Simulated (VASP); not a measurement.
The input files of a VASP run:

### POSCAR
```
Sc3InN
1
    4.4059420000     0.0000000000     0.0000000000
    0.0000000000     4.4059420000     0.0000000000
    0.0000000000     0.0000000000     4.4059420000
In N Sc
1 1 3
Direct
  0.0000000000   0.0000000000   0.0000000000
  0.5000000000   0.5000000000   0.5000000000
  0.5000000000   0.5000000000   0.0000000000
  0.0000000000   0.5000000000   0.5000000000
  0.5000000000   0.0000000000   0.5000000000
```

File KPOINTS:
```
Automatic mesh
0
Gamma
6 6 6
0 0 0
```

### INCAR
```
! general
SYSTEM  = Sc3InN
PREC    = Accurate
ENCUT   = 400   ! plane-wave cut-off (eV)
LREAL   = .FALSE.   ! projection in real space or not
LASPH   = .TRUE.   ! aspherical one-centre terms

! electronic loop
EDIFF   = 1E-6
NELM    = 100
ALGO    = Normal   ! blocked Davidson
LMAXMIX = 4

! smearing
ISMEAR  = -1
SIGMA   = 0.1   ! width (eV)

! ions
ISIF    = 2

! output
LWAVE   = .FALSE.
LCHARG  = .FALSE.
```

POTCAR, in this order: In_d N Sc_sv (LDA.64 set). Program: vasp_std.

Problem. Write an equivalent input for Quantum ESPRESSO's pw.x.

Solution. One equivalent input (not run):
```
&CONTROL
  calculation = 'scf'
  pseudo_dir = './pseudo'
  outdir = './out'
  tprnfor = .true.
  tstress = .true.
/
&SYSTEM
  ibrav = 0
  nat = 5
  ntyp = 3
  ecutwfc = 84
  occupations = 'smearing'
  smearing = 'fermi-dirac'
  degauss = 0.00735
  input_dft = 'pz'
/
&ELECTRONS
  conv_thr = 7.3e-08
  electron_maxstep = 100
/
ATOMIC_SPECIES
  In 114.818 In.upf
  N 14.007 N.upf
  Sc 44.956 Sc.upf
CELL_PARAMETERS angstrom
     4.4059420    0.0000000    0.0000000
     0.0000000    4.4059420    0.0000000
     0.0000000    0.0000000    4.4059420
ATOMIC_POSITIONS crystal
  In   0.0000000  0.0000000  0.0000000
  N    0.5000000  0.5000000  0.5000000
  Sc   0.5000000  0.5000000  0.0000000
  Sc   0.0000000  0.5000000  0.5000000
  Sc   0.5000000  0.0000000  0.5000000
K_POINTS automatic
  6 6 6 0 0 0
```
What does not carry over: the potentials are each code's own (VASP's PAW set, PseudoDojo norm-conserving files in pw.x), so ENCUT and ecutwfc are chosen apart and not converted; conv_thr bounds pw.x's estimated SCF error, while EDIFF bounds the energy change between steps.

The structure comes from a measured Sc3InN entry of the Crystallography Open Database, whose conditions weren't checked. The cell was not relaxed at this level.
